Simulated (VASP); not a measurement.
Si:

```
CELL_PARAMETERS angstrom
0.00000 2.71356 2.71356
2.71356 0.00000 2.71356
2.71356 2.71356 0.00000
ATOMIC_POSITIONS crystal
Si 0.75000 0.75000 0.75000
Si 0.50000 0.50000 0.50000
```

| Quantity | Value |
| --- | --- |
| Program | VASP 6.6.1 |
| Task | relaxation of cell and atoms |
| Functional | PBE |
| Potentials or basis | VASP PAW PBE potentials, release 64 (Si) |
| Cutoff | 520 eV |
| k mesh | 6 × 6 × 6 |
| Occupations | gaussian, width 0.02 eV |
| Spin | no spin polarisation |

At the start: pressure 2.2 GPa; volume 19.98 Å³/atom.

Question: How do energy, volume and symmetry change on relaxing?

Answer: Over 3 steps the energy falls by 3.2 meV/atom and the volume is 20.46 Å³/atom (+2.4 %); space group Fd-3m (No. 227, to 0.05 Å).

The path:
| step | energy change (eV) | largest force (eV/Å) | pressure (GPa) | volume (Å³) |
| --- | --- | --- | --- | --- |
| 1 | 0.0000 | 0.0000 | 2.21 | 39.96 |
| 2 | -0.0035 | 0.0000 | -1.39 | 41.58 |
| 3 | -0.0064 | 0.0000 | 0.00 | 40.91 |

Final structure:
```xyz
2
Lattice="0.0000 2.7349 2.7349 2.7349 0.0000 2.7349 2.7349 2.7349 0.0000" Properties=species:S:1:pos:R:3 pbc="T T T"
Si    4.1023    4.1023    4.1023
Si    2.7349    2.7349    2.7349
```
